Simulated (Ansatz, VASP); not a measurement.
## Cross-check of TiTeSe between VASP and Ansatz

One calculation is typed for both programs; each brings its own data sets. How far apart do they land? The cell is taken from a series of runs on this material, whose earlier steps may have relaxed, scaled, displaced or heated it; both programs get it as it stands.

Method: plane waves, with VASP 6.6.1 beside it; PBEsol, in Ansatz 0.2.0.

### 1. Starting point

The cell holds 3 atoms: 1 Ti, 1 Se and 1 Te. Cell: a = 3.572 Å, b = 3.572 Å, c = 30.000 Å, α = 90.0°, β = 90.0°, γ = 120.0°. It derives from TiTeSe. Vacuum lies along c.

Coordinates:

```xyz
3
Lattice="3.5718 0.0000 0.0000 -1.7859 3.0932 0.0000 0.0000 0.0000 30.0000" Properties=species:S:1:pos:R:3
Ti    0.0000    0.0000   10.1087
Se    0.0000    2.0622   11.5348
Te    1.7859    1.0311    8.2565
```

### 2. VASP: zone-centre phonons, PBEsol

Second derivatives magnify differences that forces hide, and they need a tight electronic threshold.

Lines of VASP's logs that name or quote its potential files are left out, and so is its time.

Contents of INCAR:

```
SYSTEM = TiTeSe
PREC = Accurate
ENCUT = 500
EDIFF = 1E-08
NELM = 120
ISMEAR = 1
SIGMA = 0.2
LREAL = .FALSE.
ALGO = Normal
GGA = PS
NBANDS = 18
LASPH = .TRUE.
LORBIT = 11
LWAVE = .FALSE.
LCHARG = .FALSE.
ISIF = 2
IBRION = 8
GGA_COMPAT = .FALSE.
NELMDL = -8
KPAR = 2
```

Contents of POSCAR:

```
TiTeSe
1.0
    3.5717543477      0.0000000000      0.0000000000
   -1.7858771738      3.0932300012      0.0000000000
    0.0000000000      0.0000000000     30.0000000000
Ti Se Te
1 1 1
Direct
    0.0000000000      0.0000000000      0.3369559202
    0.3333333333      0.6666666667      0.3844947055
    0.6666666667      0.3333333333      0.2752160410
```

Contents of KPOINTS:

```
Automatic mesh
0
Gamma
18 18 1
0 0 0
```

The projector-augmented-wave data sets are Ti_sv, Se and Te (PBE family, release 64).

Command:

```console
> mpirun -np 2 vasp_std
```

Numbers of over 12 decimals in the logs are rounded to 6 here.

Log:

```text
[banner, memory and clock lines left out]
running    2 mpi-ranks, on    1 nodes
 distrk:  each k-point on    1 cores,    2 groups
 distr:  one band on    1 cores,    1 groups

 POSCAR found type information on POSCAR TiSeTe
 POSCAR found :  3 types and       3 ions
|                                                                             |
|               ----> ADVICE to this user running VASP <----                  |
|                                                                             |
|     You enforced a specific xc type in the INCAR file but a different       |
|     [... a line on the potential file left out ...]
|     I HOPE YOU KNOW WHAT YOU ARE DOING!                                     |
|                                                                             |

 LDA part: xc-table for (Slater+PW92), standard interpolation
 POSCAR, INCAR and KPOINTS ok, starting setup
 FFT: planning ... GRIDC
 FFT: planning ... GRID_SOFT
 FFT: planning ... GRID
 WAVECAR not read
 entering main loop
       N       E                     dE             d eps       ncg     rms          rms(c)
DAV:   1     0.159823815474E+03    0.15982E+03   -0.10221E+04  1628   0.959E+02
DAV:   2     0.170120023231E+01   -0.15812E+03   -0.15486E+03  1780   0.231E+02
DAV:   3    -0.197802638744E+02   -0.21481E+02   -0.21394E+02  2382   0.781E+01
DAV:   4    -0.208614399356E+02   -0.10812E+01   -0.10762E+01  1834   0.175E+01
DAV:   5    -0.209569422236E+02   -0.95502E-01   -0.95457E-01  2086   0.415E+00
DAV:   6    -0.209578605375E+02   -0.91831E-03   -0.91823E-03  1864   0.515E-01
DAV:   7    -0.209578884824E+02   -0.27945E-04   -0.27944E-04  2120   0.795E-02
DAV:   8    -0.209578887130E+02   -0.23066E-06   -0.23079E-06  1800   0.809E-03    0.128E+01
DAV:   9    -0.201320109462E+02    0.82588E+00   -0.33087E+01  1624   0.413E+01    0.118E+01
DAV:  10    -0.189195917744E+02    0.12124E+01   -0.28047E+01  1834   0.351E+01    0.585E+00
DAV:  11    -0.184610489853E+02    0.45854E+00   -0.17284E+00  1522   0.101E+01    0.198E+00
DAV:  12    -0.184466921176E+02    0.14357E-01   -0.54278E-01  1944   0.489E+00    0.142E+00
DAV:  13    -0.184288723114E+02    0.17820E-01   -0.16027E-01  1690   0.319E+00    0.544E-01
DAV:  14    -0.184276348131E+02    0.12375E-02   -0.15683E-02  1470   0.106E+00    0.255E-01
[...]
DAV:  26    -0.184278388500E+02   -0.94484E-05   -0.49124E-07  1538   0.378E-03    0.926E-04
DAV:  27    -0.184278406544E+02   -0.18044E-05   -0.27449E-08  1614   0.109E-03    0.585E-04
DAV:  28    -0.184278422218E+02   -0.15674E-05   -0.23576E-08  1410   0.699E-04    0.300E-04
DAV:  29    -0.184278430830E+02   -0.86119E-06   -0.19640E-08  1434   0.732E-04    0.191E-04
DAV:  30    -0.184278432976E+02   -0.21453E-06   -0.13840E-09  1290   0.231E-04    0.171E-04
DAV:  31    -0.184278433605E+02   -0.62926E-07    0.14800E-10  1072   0.124E-04    0.503E-05
DAV:  32    -0.184278433899E+02   -0.29434E-07    0.36459E-10  1036   0.875E-05    0.330E-05
DAV:  33    -0.184278433979E+02   -0.80090E-08    0.62020E-10   842   0.383E-05
   1 F= -.18427843E+02 E0= -.18427940E+02  d E =0.291094E-03
 Linear response reoptimize wavefunctions to high precision
DAV:   1    -0.184278434015E+02   -0.35748E-08    0.62164E-10  1066   0.249E-05
DAV:   2    -0.184278434015E+02    0.12733E-10    0.63921E-10   842   0.105E-05
 Linear response DOF=           6
 Linear response progress:
  Degree of freedom:   1/  6
       N       E                     dE             d eps       ncg     rms          rms(c)
RMM:   1    -0.725463381903E+00   -0.72546E+00    0.12295E+01  5905   0.135E+02
RMM:   2    -0.685453153719E+00    0.40010E-01   -0.43349E-01 10379   0.526E+00    0.213E-01
RMM:   3    -0.682722625824E+00    0.27305E-02   -0.24929E-02 11772   0.114E+00    0.107E-01
RMM:   4    -0.682922788122E+00   -0.20016E-03   -0.15619E-02 14502   0.530E-01    0.335E-02
[...]
N       E                     dE             d eps       ncg     rms          rms(c)
RMM:   1    -0.789141195417E+00   -0.78914E+00    0.21360E+01  1332   0.140E+02
RMM:   2    -0.741581830281E+00    0.47559E-01   -0.36032E-01  2286   0.478E+00    0.237E-01
RMM:   3    -0.739589335073E+00    0.19925E-02   -0.29704E-02  2561   0.112E+00    0.139E-01
RMM:   4    -0.740516263832E+00   -0.92693E-03   -0.18006E-02  2715   0.572E-01    0.122E-01
RMM:   5    -0.740651770248E+00   -0.13551E-03   -0.14573E-03  2743   0.263E-01    0.410E-02
RMM:   6    -0.741373705127E+00   -0.72193E-03   -0.54282E-04  3169   0.114E-01    0.153E-02
RMM:   7    -0.741717383566E+00   -0.34368E-03   -0.93477E-05  3182   0.470E-02    0.381E-03
RMM:   8    -0.741754337275E+00   -0.36954E-04   -0.23769E-05  3361   0.219E-02    0.241E-03
RMM:   9    -0.741733288441E+00    0.21049E-04   -0.88002E-06  3453   0.106E-02    0.165E-03
RMM:  10    -0.741764390866E+00   -0.31102E-04   -0.33771E-06  3179   0.565E-03    0.826E-04
RMM:  11    -0.741752328478E+00    0.12062E-04   -0.25374E-06  3322   0.338E-03    0.163E-04
RMM:  12    -0.741751521851E+00    0.80663E-06   -0.16690E-06  3479   0.209E-03    0.143E-04
RMM:  13    -0.741756742591E+00   -0.52207E-05   -0.15605E-06  3099   0.153E-03    0.162E-04
RMM:  14    -0.741753559416E+00    0.31832E-05   -0.15349E-06  3199   0.117E-03    0.709E-05
[...]
RMM:   9    -0.774885596075E-01   -0.18368E-05    0.26373E-07 15546   0.234E-03    0.291E-04
RMM:  10    -0.774887790498E-01   -0.21944E-06    0.94652E-08 15679   0.114E-03    0.156E-04
RMM:  11    -0.774891232330E-01   -0.34418E-06    0.90229E-10 15777   0.605E-04    0.441E-05
RMM:  12    -0.774890496972E-01    0.73536E-07    0.24964E-08 15855   0.326E-04    0.181E-05
RMM:  13    -0.774890277378E-01    0.21959E-07   -0.74014E-08 15790   0.182E-04    0.105E-05
RMM:  14    -0.774890396924E-01   -0.11955E-07   -0.55827E-08 15835   0.103E-04    0.908E-06
RMM:  15    -0.774890423763E-01   -0.26839E-08   -0.20589E-08 15913   0.606E-05    0.441E-06
 first order change of Fermi-energy   0.24938E-03
 force on displaced ion       2 direction 1 :  -4.746  -0.001   0.001
 Linear response progress:
  Degree of freedom:   4/  6
       N       E                     dE             d eps       ncg     rms          rms(c)
RMM:   1    -0.125692408538E+00   -0.12569E+00    0.28687E-02  3197   0.158E+00
RMM:   2    -0.121223827619E+00    0.44686E-02   -0.47057E-03  2740   0.357E-01    0.144E-01
RMM:   3    -0.121479994474E+00   -0.25617E-03   -0.13536E-03  2518   0.267E-01    0.155E-01
RMM:   4    -0.121248728713E+00    0.23127E-03   -0.48053E-04  2566   0.183E-01    0.611E-02
RMM:   5    -0.121384531446E+00   -0.13580E-03   -0.22722E-04  3083   0.748E-02    0.161E-02
RMM:   6    -0.121391721239E+00   -0.71898E-05   -0.57700E-05  3305   0.361E-02    0.133E-02
RMM:   7    -0.121373087938E+00    0.18633E-04   -0.10075E-05  2956   0.190E-02    0.378E-03
RMM:   8    -0.121370571352E+00    0.25166E-05   -0.32337E-06  3256   0.868E-03    0.123E-03
RMM:   9    -0.121370995022E+00   -0.42367E-06   -0.16983E-07  3353   0.379E-03    0.108E-03
RMM:  10    -0.121370986160E+00    0.88616E-08   -0.10557E-07  3037   0.269E-03    0.695E-04
RMM:  11    -0.121371382087E+00   -0.39593E-06    0.95297E-07  3352   0.133E-03    0.113E-04
RMM:  12    -0.121371109889E+00    0.27220E-06   -0.18887E-07  3173   0.682E-04    0.104E-04
RMM:  13    -0.121371038474E+00    0.71415E-07   -0.47949E-09  3387   0.376E-04    0.694E-05
RMM:  14    -0.121371005767E+00    0.32706E-07    0.29338E-08  3315   0.206E-04    0.204E-05
RMM:  15    -0.121370989112E+00    0.16655E-07   -0.19617E-08  3076   0.156E-04    0.253E-05
RMM:  16    -0.121371025503E+00   -0.36391E-07    0.51504E-08  3412   0.781E-05    0.155E-05
RMM:  17    -0.121371047078E+00   -0.21575E-07    0.62891E-08  3425   0.442E-05    0.115E-05
RMM:  18    -0.121371065794E+00   -0.18716E-07    0.15547E-08  3163   0.314E-05    0.540E-06
RMM:  19    -0.121371083173E+00   -0.17379E-07    0.33406E-09  3088   0.227E-05    0.887E-06
RMM:  20    -0.121371092859E+00   -0.96863E-08   -0.26018E-09  3273   0.137E-05    0.227E-06
 first order change of Fermi-energy  -0.72355E+00
 force on displaced ion       2 direction 3 :   0.000   0.000  -8.193
 Linear response progress:
  Degree of freedom:   5/  6
       N       E                     dE             d eps       ncg     rms          rms(c)
RMM:   1    -0.403705113772E-01   -0.40371E-01   -0.46170E-03 14092   0.940E-01
RMM:   2    -0.384709156466E-01    0.18996E-02   -0.36118E-03 12171   0.301E-01    0.709E-02
RMM:   3    -0.386275192809E-01   -0.15660E-03   -0.77695E-04 13740   0.112E-01    0.397E-02
RMM:   4    -0.386821349926E-01   -0.54616E-04   -0.13169E-04 14677   0.434E-02    0.282E-02
RMM:   5    -0.387750472233E-01   -0.92912E-04   -0.31241E-05 13021   0.285E-02    0.287E-03
RMM:   6    -0.387696598082E-01    0.53874E-05   -0.10614E-05 14421   0.124E-02    0.184E-03
RMM:   7    -0.387674703488E-01    0.21895E-05   -0.22482E-06 14086   0.632E-03    0.158E-03
RMM:   8    -0.387663865566E-01    0.10838E-05   -0.17547E-07 14062   0.336E-03    0.437E-04
RMM:   9    -0.387661430631E-01    0.24349E-06   -0.95724E-07 15708   0.157E-03    0.170E-04
RMM:  10    -0.387661304718E-01    0.12591E-07    0.45055E-07 15883   0.704E-04    0.702E-05
RMM:  11    -0.387662060470E-01   -0.75575E-07   -0.56764E-08 15832   0.371E-04    0.239E-05
RMM:  12    -0.387662187534E-01   -0.12706E-07    0.29707E-07 15839   0.196E-04    0.122E-05
RMM:  13    -0.387662417948E-01   -0.23041E-07   -0.39972E-08 15895   0.110E-04    0.288E-06
RMM:  14    -0.387662398885E-01    0.19063E-08    0.75029E-08 16060   0.591E-05    0.178E-06
 first order change of Fermi-energy   0.29477E-03
 force on displaced ion       3 direction 1 :  -2.652   0.002  -0.001
 Linear response progress:
  Degree of freedom:   6/  6
       N       E                     dE             d eps       ncg     rms          rms(c)
RMM:   1    -0.872070006628E-01   -0.87207E-01    0.26285E-02  3118   0.122E+00
RMM:   2    -0.850540418983E-01    0.21530E-02   -0.49007E-03  2783   0.347E-01    0.116E-01
RMM:   3    -0.851992824856E-01   -0.14524E-03   -0.95079E-04  2692   0.187E-01    0.100E-01
RMM:   4    -0.851869220502E-01    0.12360E-04   -0.34900E-04  2760   0.135E-01    0.600E-02
RMM:   5    -0.851962931593E-01   -0.93711E-05   -0.11269E-04  2825   0.680E-02    0.462E-02
RMM:   6    -0.852461987075E-01   -0.49906E-04   -0.53445E-05  2759   0.552E-02    0.113E-02
RMM:   7    -0.852443866148E-01    0.18121E-05   -0.23409E-05  3161   0.271E-02    0.583E-03
RMM:   8    -0.852454642279E-01   -0.10776E-05   -0.93995E-06  3354   0.132E-02    0.193E-03
RMM:   9    -0.852460413460E-01   -0.57712E-06   -0.58741E-06  3367   0.568E-03    0.267E-03
RMM:  10    -0.852453990310E-01    0.64231E-06   -0.23136E-06  3356   0.302E-03    0.434E-03
RMM:  11    -0.852475092822E-01   -0.21103E-05   -0.15223E-06  2935   0.327E-03    0.109E-03
RMM:  12    -0.852486846608E-01   -0.11754E-05   -0.12986E-06  2991   0.171E-03    0.411E-04
RMM:  13    -0.852491302630E-01   -0.44560E-06   -0.39091E-07  3261   0.599E-04    0.357E-04
RMM:  14    -0.852498914738E-01   -0.76121E-06   -0.31583E-07  3034   0.417E-04    0.397E-04
RMM:  15    -0.852499862702E-01   -0.94796E-07   -0.78574E-07  3042   0.355E-04    0.720E-05
RMM:  16    -0.852502651444E-01   -0.27887E-06   -0.25005E-07  3020   0.209E-04    0.245E-05
RMM:  17    -0.852504771998E-01   -0.21206E-06   -0.33803E-07  3124   0.141E-04    0.497E-05
RMM:  18    -0.852505073294E-01   -0.30130E-07   -0.30062E-07  3176   0.749E-05    0.245E-05
RMM:  19    -0.852505252332E-01   -0.17904E-07   -0.72652E-08  3137   0.541E-05    0.488E-06
RMM:  20    -0.852505159952E-01    0.92380E-08   -0.85896E-08  3313   0.306E-05    0.297E-06
 first order change of Fermi-energy  -0.73744E+00
 force on displaced ion       3 direction 3 :   0.000  -0.000  -8.316
 Linear response finished
```

Parts of OUTCAR (step 2):

```text
ion  position               nearest neighbor table
   1  0.000  0.000  0.337-   2 2.51   2 2.51   2 2.51   3 2.77   3 2.77   3 2.77
   2  0.333  0.667  0.384-   1 2.51   1 2.51   1 2.51
   3  0.667  0.333  0.275-   1 2.77   1 2.77   1 2.77

  LATTYP: Found a hexagonal cell.
 ALAT       =     3.5717543477
 C/A-ratio  =     8.3992338441

 Subroutine GETGRP returns: Found  6 space group operations
 (whereof  6 operations were pure point group operations)

The static configuration has the point symmetry C_3v.

 Found     37 irreducible k-points:

   k-points           NKPTS =     37   k-points in BZ     NKDIM =     37   number of bands    NBANDS=     18

   dimension x,y,z NGX =    28 NGY =   28 NGZ =  224
   dimension x,y,z NGXF=    56 NGYF=   56 NGZF=  448

   ENCUT  =  500.0 eV  36.75 Ry    6.06 a.u.   6.51  6.51 54.70*2*pi/ulx,y,z

   NELECT =      24.0000    total number of electrons

 k-points in reciprocal lattice and weights: Automatic mesh
   0.00000000  0.00000000  0.00000000       0.003
   0.05555556 -0.00000000  0.00000000       0.019
   0.11111111 -0.00000000  0.00000000       0.019
   0.16666667 -0.00000000  0.00000000       0.019
   0.22222222 -0.00000000  0.00000000       0.019
   0.27777778 -0.00000000  0.00000000       0.019
   0.33333333 -0.00000000  0.00000000       0.019
   0.38888889 -0.00000000  0.00000000       0.019
   0.44444444 -0.00000000  0.00000000       0.019
[...]
0.33333333  0.27777778  0.00000000       0.037
   0.33333333  0.33333333  0.00000000       0.006

 average (electrostatic) potential at core
       1 -83.8502       2 -60.5477       3 -96.4707

  Total        0.0473172      0.0473172      0.0675978      0.0000000      0.0000000      0.0000000
  in kB        0.2287255      0.2287255      0.3267595      0.0000000      0.0000000      0.0000000
  external PRESSURE =       0.2614035 kB  Pullay stress =       0.0000000 kB

  energy-cutoff  :      500.00
  volume of cell :      331.45
      direct lattice vectors                 reciprocal lattice vectors
     3.571754348  0.000000000  0.000000000     0.279974461  0.161643331  0.000000000
    -1.785877174  3.093230001  0.000000000     0.000000000  0.323286661  0.000000000
     0.000000000  0.000000000 30.000000000     0.000000000  0.000000000  0.033333333

 POSITION                                       TOTAL-FORCE (eV/Angst)
 -----------------------------------------------------------------------------------
      0.00000      0.00000     10.10868         0.000000     -0.000000     -0.001146
     -0.00000      2.06215     11.53484        -0.000000     -0.000000      0.024840
      1.78588      1.03108      8.25648         0.000000      0.000000     -0.023694
 -----------------------------------------------------------------------------------
    total drift:                                0.000000     -0.000000      0.000433

 Eigenvectors and eigenvalues of the dynamical matrix
 ----------------------------------------------------

   1 f  =    9.517654 THz    59.801184 2PiTHz  317.474767 cm-1    39.361837 meV
             X         Y         Z           dx          dy          dz
      0.000000  0.000000 10.108678    -0.000000    0.000000    0.892891
     -0.000000  2.062153 11.534841    -0.000000    0.000000   -0.371923
      1.785877  1.031077  8.256481     0.000000   -0.000000   -0.253810

   2 f  =    5.995044 THz    37.667970 2PiTHz  199.973128 cm-1    24.793497 meV
             X         Y         Z           dx          dy          dz
      0.000000  0.000000 10.108678    -0.500725   -0.663791   -0.000000
     -0.000000  2.062153 11.534841     0.331279    0.439163    0.000000
      1.785877  1.031077  8.256481     0.046825    0.062073   -0.000000

   3 f  =    5.995044 THz    37.667970 2PiTHz  199.973128 cm-1    24.793497 meV
             X         Y         Z           dx          dy          dz
      0.000000  0.000000 10.108678     0.663791   -0.500725   -0.000000
     -0.000000  2.062153 11.534841    -0.439163    0.331279   -0.000000
      1.785877  1.031077  8.256481    -0.062073    0.046825    0.000000

   4 f  =    4.823842 THz    30.309091 2PiTHz  160.906037 cm-1    19.949797 meV
             X         Y         Z           dx          dy          dz
      0.000000  0.000000 10.108678    -0.000000    0.000000   -0.122072
     -0.000000  2.062153 11.534841    -0.000000   -0.000000   -0.742517
      1.785877  1.031077  8.256481     0.000000    0.000000    0.658610

   5 f  =    3.139154 THz    19.723883 2PiTHz  104.710891 cm-1    12.982490 meV
             X         Y         Z           dx          dy          dz
      0.000000  0.000000 10.108678     0.208262    0.276095    0.000000
     -0.000000  2.062153 11.534841     0.374581    0.496586    0.000000
      1.785877  1.031077  8.256481    -0.423039   -0.560828    0.000000

   6 f  =    3.139154 THz    19.723883 2PiTHz  104.710891 cm-1    12.982490 meV
             X         Y         Z           dx          dy          dz
      0.000000  0.000000 10.108678    -0.276095    0.208262   -0.000000
     -0.000000  2.062153 11.534841    -0.496586    0.374581    0.000000
      1.785877  1.031077  8.256481     0.560828   -0.423039   -0.000000

   7 f/i=    0.003956 THz     0.024858 2PiTHz    0.131966 cm-1     0.016362 meV
             X         Y         Z           dx          dy          dz
      0.000000  0.000000 10.108678    -0.000000   -0.000000    0.433411
     -0.000000  2.062153 11.534841    -0.000000   -0.000000    0.557083
      1.785877  1.031077  8.256481    -0.000000   -0.000000    0.708388

   8 f/i=    0.005736 THz     0.036040 2PiTHz    0.191329 cm-1     0.023722 meV
             X         Y         Z           dx          dy          dz
      0.000000  0.000000 10.108678    -0.112501    0.419996    0.000000
     -0.000000  2.062153 11.534841    -0.144173    0.538234    0.000000
      1.785877  1.031077  8.256481    -0.183043    0.683345    0.000000

   9 f/i=    0.005736 THz     0.036040 2PiTHz    0.191329 cm-1     0.023722 meV
             X         Y         Z           dx          dy          dz
      0.000000  0.000000 10.108678    -0.419996   -0.112501   -0.000000
     -0.000000  2.062153 11.534841    -0.538234   -0.144173   -0.000000
      1.785877  1.031077  8.256481    -0.683345   -0.183043   -0.000000

 ELASTIC MODULI CONTR FROM IONIC RELAXATION (kBar)
 Direction    XX          YY          ZZ          XY          YZ          ZX
 --------------------------------------------------------------------------------
 XX         -82.4241    -54.6687   -125.0084     -0.0000     39.3361      0.0000
 YY         -54.6687    -82.4241   -125.0084     -0.0000    -39.3361     -0.0000
 ZZ        -125.0084   -125.0084   -247.4952     -0.0000     -0.0000      0.0000
 XY          -0.0000     -0.0000     -0.0000    -13.8777     -0.0000     35.5495
 YZ          39.3361    -39.3361     -0.0000     -0.0000   -122.4781     -0.0000
 ZX           0.0000     -0.0000      0.0000     35.5495     -0.0000    -95.7181
 --------------------------------------------------------------------------------
```

(Continued in part 2 of 2.)

[Lines on the potential files, build, host, timing and source positions are cut from VASP's logs without a mark.]

[Logs are printed without paths, hosts, clocks, repeated set-up lines and the standing remarks that a program may print on its own settings, such as how far it seeks lower states.]

[Hosts, paths, dates, database ids (printed as entryN), source tags and the programs' standing remarks are cut or masked in the printed files.]
